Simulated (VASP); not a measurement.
Na:

```
Na
1.0
    -2.14100    2.14100    2.14100
     2.14100   -2.14100    2.14100
     2.14100    2.14100   -2.14100
Na
1
Direct
  0.00000 0.00000 0.00000
```

| Quantity | Value |
| --- | --- |
| Program | VASP 6.6.1 |
| Task | relaxation of cell and atoms |
| Functional | PBE |
| Potentials or basis | VASP PAW PBE potentials, release 64 (Na_pv) |
| Cutoff | 520 eV |
| k mesh | 14 × 14 × 14 |
| Occupations | gaussian, width 0.1 eV |
| Spin | no spin polarisation |

At the start: pressure -0.4 GPa; volume 39.26 Å³/atom.

Question: How do energy, volume and symmetry change on relaxing?

Answer: Over 3 steps the energy falls by 3.1 meV/atom and the volume is 37.03 Å³/atom (-5.7 %); space group Im-3m (No. 229, to 0.05 Å).

Step by step:
| step | energy change (eV) | largest force (eV/Å) | pressure (GPa) | volume (Å³) |
| --- | --- | --- | --- | --- |
| 1 | 0.0000 | 0.0000 | -0.44 | 39.26 |
| 2 | -0.0014 | 0.0000 | -0.33 | 38.64 |
| 3 | -0.0031 | 0.0000 | -0.01 | 37.03 |

Final structure:
```
Na
1.0
    -2.09971    2.09971    2.09971
     2.09971   -2.09971    2.09971
     2.09971    2.09971   -2.09971
Na
1
Direct
  0.00000 0.00000 0.00000
```
